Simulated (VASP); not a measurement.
All values below come from LDA (Ceperley-Alder, Perdew-Zunger), VASP's LDA PAW potentials (set 64) (plane waves; VASP).

A VASP calculation is set up with these files.

File KPOINTS:
```
Automatic
0
Gamma
14 14 14
0 0 0
```

### POSCAR
```
Na
1
   -2.0250011435     2.0250011435     2.0250011435
    2.0250011435    -2.0250011435     2.0250011435
    2.0250011435     2.0250011435    -2.0250011435
Na
1
Direct
  0.0000000000   0.0000000000   0.0000000000
```

### INCAR
```
# general
SYSTEM = Na
PREC   = Accurate
ENCUT  = 520
LREAL  = F   # projection in real space or not
LASPH  = T   # aspherical one-centre terms

# electronic loop
EDIFF  = 1E-7   # SCF stop (eV)
NELM   = 100
ALGO   = Normal

# smearing
ISMEAR = -5   # tetrahedra, Bloechl

# ions
ISIF   = 2   # forces and stress, cell fixed

# output
LWAVE  = F
LCHARG = T
LORBIT = 11
NEDOS  = 601   # DOS grid
```

POTCAR, in this order: Na_pv (LDA.64 set). Program: vasp_std.

For a metal the tetrahedron method with Blöchl corrections gives inexact stress and forces.

Q: What does the run give for the energy per atom (σ→0), band gap (on the k-mesh)?

A: 
The energy per atom (σ→0) is -1.454 eV/atom. The band gap (on the k-mesh) is none (metal, semimetal or under 0.01 eV).

OSZICAR:
```
...
DAV:   4    -0.145649693982E+01   -0.25735E-02   -0.25735E-02  1813   0.195E+00
DAV:   5    -0.145653082895E+01   -0.33889E-04   -0.33890E-04  1883   0.189E-01    0.209E-01
DAV:   6    -0.145512539336E+01    0.14054E-02   -0.93531E-04  1694   0.537E-01    0.135E-01
DAV:   7    -0.145432612374E+01    0.79927E-03   -0.13369E-03  1589   0.540E-01    0.220E-02
DAV:   8    -0.145431062684E+01    0.15497E-04   -0.95996E-05  1652   0.221E-01    0.249E-03
DAV:   9    -0.145431089956E+01   -0.27272E-06   -0.40624E-07  1701   0.906E-03    0.108E-03
DAV:  10    -0.145431094945E+01   -0.49888E-07   -0.73921E-08  1561   0.295E-03
   1 F= -.14543109E+01 E0= -.14543109E+01  d E =0.000000E+00
```

The compound is Na in the bcc structure. It was relaxed first, which changed the volume by -14 %.
